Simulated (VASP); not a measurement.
Input:

```
CELL_PARAMETERS angstrom
      1.90203    -3.29442     0.00000
      1.90203     3.29442     0.00000
      0.00000     0.00000     5.81177
ATOMIC_POSITIONS crystal
  Tl 0.33333 0.66667 0.25000
  Tl 0.66667 0.33333 0.75000
```

All values below come from vdW-DF2, VASP's PBE PAW potentials (set 64) (plane waves; VASP). Settings: 520 eV cut-off, Gaussian smearing of 0.050 eV, potentials Tl_d.

Task: Give the energies of bands 11 to 16 at the high-symmetry points, in eV from the Fermi level.

Result: 
```tsv
band	Γ	M	K	A	L	H
11	-8.74	-5.95	-5.09	-7.58	-5.19	-4.82
12	-5.11	-4.85	-5.09	-7.58	-5.19	-4.82
13	-1.82	-0.72	-0.88	2.96	-1.56	-0.63
14	5.73	0.71	1.44	2.96	-1.56	-0.63
15	5.73	1.26	1.44	6.55	4.26	0.40
16	7.42	2.91	2.56	6.55	4.26	0.40
```

It has no gap at this level: it comes out as a metal or semimetal.

The compound is Tl in the hcp structure. It was relaxed first, which changed the volume by +27 %.
